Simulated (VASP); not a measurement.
These are PBE GGA with D3 dispersion (zero damping), VASP's PBE PAW potentials (set 64) (plane waves; VASP) values and carry that method's errors.

Input for VASP

### INCAR
```
SYSTEM=SnSe2
PREC=Accurate; ENCUT=520; LREAL=.FALSE.
LASPH=.TRUE.
EDIFF=1E-7; NELM=100; ALGO=Normal
LMAXMIX=4
ISMEAR=0; SIGMA=0.05
GGA=PE; IVDW=11
IBRION=2; NSW=30; ISIF=4
EDIFFG=-0.01
LWAVE=.FALSE.; LCHARG=.FALSE.
```

### POSCAR
```
SnSe2
1
    1.9101089330    -3.3084059376     0.0000000000
    1.9101089330     3.3084059376     0.0000000000
    0.0000000000     0.0000000000     6.2173523920
Sn Se
1 2
Direct
  1.0000000000   0.0000000000   0.0000000000
  0.3333330000   0.6666670000   0.2537145621
  0.6666670000   0.3333330000   0.7462854379
```

KPOINTS:
```
Automatic
0
Gamma
7 7 4
0 0 0
```

POTCAR, in this order: Sn_d Se (PBE.64 set). Program: vasp_std.

The run wrote:

**OUTCAR**
```
 ion  position               nearest neighbor table
   1  0.000  0.000  0.000-   2 2.71   3 2.71   3 2.71   2 2.71   3 2.71   2 2.71
   2  0.333  0.667  0.254-   1 2.71   1 2.71   1 2.71
   3  0.667  0.333  0.746-   1 2.71   1 2.71   1 2.71
  LATTYP: Found a hexagonal cell.
 ALAT       =     3.8202180545
 C/A-ratio  =     1.6274862595
 Subroutine PRICEL returns:
 Original cell was already a primitive cell.
 Subroutine GETGRP returns: Found 12 space group operations
The static configuration has the point symmetry D_3d.
The dynamic configuration has the point symmetry D_3d.
 Subroutine INISYM returns: Found 12 space group operations
 Subroutine IBZKPT returns following result:
 Found     28 irreducible k-points:

 Following reciprocal coordinates:
            Coordinates               Weight
  0.000000  0.000000  0.000000      1.000000
  0.142857 -0.000000  0.000000      6.000000
  0.285714  0.000000  0.000000      6.000000
  0.428571  0.000000  0.000000      6.000000
  0.142857  0.142857  0.000000      6.000000
  0.285714  0.142857  0.000000     12.000000
  0.428571  0.142857  0.000000      6.000000
...
```

OSZICAR:
```
       N       E                     dE             d eps       ncg     rms          rms(c)
DAV:   1     0.197032357596E+03    0.19703E+03   -0.12525E+04   961   0.174E+03
DAV:   2     0.837494238924E+01   -0.18866E+03   -0.18567E+03  1066   0.393E+02
DAV:   3    -0.114048240648E+02   -0.19780E+02   -0.18974E+02  1192   0.117E+02
DAV:   4    -0.120624716848E+02   -0.65765E+00   -0.65665E+00  1164   0.226E+01
DAV:   5    -0.120774991940E+02   -0.15028E-01   -0.15024E-01  1437   0.346E+00    0.498E+00
DAV:   6    -0.118318881727E+02    0.24561E+00   -0.60716E-01  1388   0.867E+00    0.324E+00
DAV:   7    -0.118150402042E+02    0.16848E-01   -0.16035E-01  1186   0.285E+00    0.100E+00
DAV:   8    -0.118149890887E+02    0.51116E-04   -0.12877E-02  1199   0.117E+00    0.276E-01
DAV:   9    -0.118154828043E+02   -0.49372E-03   -0.14695E-03  1166   0.322E-01    0.817E-02
DAV:  10    -0.118154914912E+02   -0.86870E-05   -0.12522E-04  1385   0.875E-02    0.322E-02
DAV:  11    -0.118155230476E+02   -0.31556E-04   -0.52072E-05  1036   0.446E-02    0.879E-03
DAV:  12    -0.118155231607E+02   -0.11310E-06   -0.23384E-06  1314   0.133E-02    0.633E-03
DAV:  13    -0.118155238185E+02   -0.65787E-06   -0.22446E-06  1006   0.855E-03    0.167E-03
DAV:  14    -0.118155239137E+02   -0.95166E-07   -0.96348E-08   989   0.207E-03
   1 F= -.12495328E+02 E0= -.12495328E+02  d E =-.124953E+02
       N       E                     dE             d eps       ncg     rms          rms(c)
DAV:   1    -0.118197763887E+02   -0.42526E-02   -0.34117E-01   954   0.279E+00    0.173E-01
DAV:   2    -0.118211152163E+02   -0.13388E-02   -0.16207E-02  1230   0.767E-01    0.611E-02
DAV:   3    -0.118210513213E+02    0.63895E-04   -0.21370E-04  1084   0.125E-01    0.430E-02
DAV:   4    -0.118210337002E+02    0.17621E-04   -0.72302E-05  1173   0.721E-02    0.181E-02
DAV:   5    -0.118210309666E+02    0.27337E-05   -0.11509E-05  1328   0.348E-02    0.524E-03
DAV:   6    -0.118210306839E+02    0.28264E-06   -0.10389E-06  1203   0.102E-02    0.210E-03
DAV:   7    -0.118210306951E+02   -0.11216E-07   -0.34107E-07   867   0.506E-03
   2 F= -.12501116E+02 E0= -.12501116E+02  d E =-.578839E-02
       N       E                     dE             d eps       ncg     rms          rms(c)
DAV:   1    -0.118211617029E+02   -0.13102E-03   -0.59955E-01   952   0.370E+00    0.228E-01
DAV:   2    -0.118235130979E+02   -0.23514E-02   -0.28434E-02  1229   0.101E+00    0.809E-02
DAV:   3    -0.118234033964E+02    0.10970E-03   -0.37281E-04  1081   0.165E-01    0.568E-02
DAV:   4    -0.118233748840E+02    0.28512E-04   -0.12438E-04  1177   0.942E-02    0.241E-02
DAV:   5    -0.118233710701E+02    0.38138E-05   -0.19487E-05  1314   0.463E-02    0.687E-03
DAV:   6    -0.118233707402E+02    0.32986E-06   -0.19196E-06  1208   0.137E-02    0.271E-03
DAV:   7    -0.118233707356E+02    0.46666E-08   -0.61332E-07  1014   0.658E-03
   3 F= -.12503639E+02 E0= -.12503639E+02  d E =-.831066E-02
       N       E                     dE             d eps       ncg     rms          rms(c)
DAV:   1    -0.118349410949E+02   -0.11570E-01   -0.56888E-01   957   0.527E+00    0.578E-01
DAV:   2    -0.118289141843E+02    0.60269E-02   -0.34472E-02  1097   0.180E+00    0.332E-01
DAV:   3    -0.118259545534E+02    0.29596E-02   -0.58515E-03  1189   0.738E-01    0.134E-01
DAV:   4    -0.118256824881E+02    0.27207E-03   -0.97917E-04  1137   0.381E-01    0.383E-02
DAV:   5    -0.118256760294E+02    0.64587E-05   -0.14360E-04  1371   0.115E-01    0.152E-02
DAV:   6    -0.118256776702E+02   -0.16408E-05   -0.21581E-05  1062   0.499E-02    0.438E-03
DAV:   7    -0.118256779456E+02   -0.27538E-06   -0.18189E-06  1088   0.173E-02    0.194E-03
DAV:   8    -0.118256780593E+02   -0.11371E-06   -0.26887E-07   915   0.630E-03    0.993E-04
DAV:   9    -0.118256780895E+02   -0.30262E-07   -0.73609E-08   592   0.278E-03
   4 F= -.12506466E+02 E0= -.12506466E+02  d E =-.282773E-02
       N       E                     dE             d eps       ncg     rms          rms(c)
DAV:   1    -0.118370004408E+02   -0.11322E-01   -0.67519E-01   957   0.573E+00    0.630E-01
DAV:   2    -0.118299641487E+02    0.70363E-02   -0.40718E-02  1099   0.194E+00    0.362E-01
DAV:   3    -0.118264494913E+02    0.35147E-02   -0.69237E-03  1174   0.768E-01    0.145E-01
DAV:   4    -0.118261338687E+02    0.31562E-03   -0.11373E-03  1144   0.408E-01    0.418E-02
DAV:   5    -0.118261261415E+02    0.77272E-05   -0.16730E-04  1409   0.124E-01    0.166E-02
DAV:   6    -0.118261279270E+02   -0.17856E-05   -0.24768E-05  1078   0.525E-02    0.480E-03
DAV:   7    -0.118261282364E+02   -0.30937E-06   -0.21636E-06  1062   0.190E-02    0.212E-03
DAV:   8    -0.118261283570E+02   -0.12058E-06   -0.30657E-07   943   0.667E-03    0.108E-03
DAV:   9    -0.118261283941E+02   -0.37076E-07   -0.82525E-08   640   0.282E-03
   5 F= -.12507456E+02 E0= -.12507456E+02  d E =-.381760E-02
```

File OUTCAR:
```
------------------------ aborting loop because EDIFF is reached ----------------------------------------
 Edisp (eV)   -0.68133
  FORCE on cell =-STRESS in cart. coord.  units (eV):
  Direction    XX          YY          ZZ          XY          YZ          ZX
  --------------------------------------------------------------------------------------
  Total       0.19176     0.19176     0.18940     0.00000    -0.00000     0.00000
  in kB       3.90977     3.90977     3.86168     0.00000    -0.00000     0.00000
  external pressure =        3.89 kB  Pullay stress =        0.00 kB
  volume of cell :       78.58
      direct lattice vectors                 reciprocal lattice vectors
     1.927074568 -3.337791317 -0.000000000     0.259460640 -0.149799659 -0.000000000
     1.927074568  3.337791317  0.000000000     0.259460640  0.149799659 -0.000000000
     0.000000000 -0.000000000  6.108361201    -0.000000000 -0.000000000  0.163710031
 POSITION                                       TOTAL-FORCE (eV/Angst)
 -----------------------------------------------------------------------------------
      0.00000     -0.00000     -0.00000         0.000000     -0.000000      0.000000
      1.92707      1.11260      1.59312        -0.000000      0.000000     -0.006444
      1.92707     -1.11260      4.51524         0.000000     -0.000000      0.006444
 -----------------------------------------------------------------------------------
    total drift:                               -0.000000     -0.000000      0.000000
  FREE ENERGIE OF THE ION-ELECTRON SYSTEM (eV)
  ---------------------------------------------------
  free  energy   TOTEN  =       -12.5074562661 eV

  energy  without entropy=      -12.5074562661  energy(sigma->0) =      -12.50745627

 reached required accuracy - stopping structural energy minimisation
```
(Selected blocks of OUTCAR.)

File CONTCAR:
```
SnSe2
   1.00000000000000
     1.9270745684526318   -3.3377913171625675   -0.0000000000000001
     1.9270745684526318    3.3377913171625675    0.0000000000000001
     0.0000000000000000   -0.0000000000000000    6.1083612010550929
  Sn              Se
     1     2
Direct
     0.0000000000000000    0.0000000000000000    0.0000000000000000
     0.3333330000000032    0.6666669999999968    0.2608100129765740
     0.6666669999999968    0.3333330000000032    0.7391899870234260
```

The compound is SnSe2 in the 1T layered structure. This cell is one point of a volume scan, at 0.97 of the reference volume. Symmetry was kept, so distortions that lower it aren't found.
